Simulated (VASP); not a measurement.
Consider the following.

```yaml
crystal:
  lattice:
    - [-1.64273, 1.64273, 2.53438]
    - [1.64273, -1.64273, 2.53438]
    - [1.64273, 1.64273, -2.53438]
  atoms:
    - { symbol: In, position: [0.00000, 0.00000, 0.00000] }
```

All values below come from PBE GGA, VASP's PBE PAW potentials (set 64) (plane waves; VASP). Settings: 520 eV cut-off, Gaussian smearing of 0.050 eV, potentials In_d.

Task: Give the energies of bands 6 to 9 at the high-symmetry points, in eV from the Fermi level.

Result: 
```tsv
band	Γ	X	P	N	M	S	R
6	-9.24	-1.77	-1.32	-4.27	-3.12	-2.63	-1.81
7	10.15	-1.67	0.00	-3.17	-2.58	-1.17	-0.13
8	10.15	3.35	0.00	7.11	4.75	-0.46	0.14
9	10.31	3.87	1.80	8.96	4.75	6.12	1.34
```

It has no gap at this level: it comes out as a metal or semimetal.

The compound is In in the bct structure. It was relaxed first.
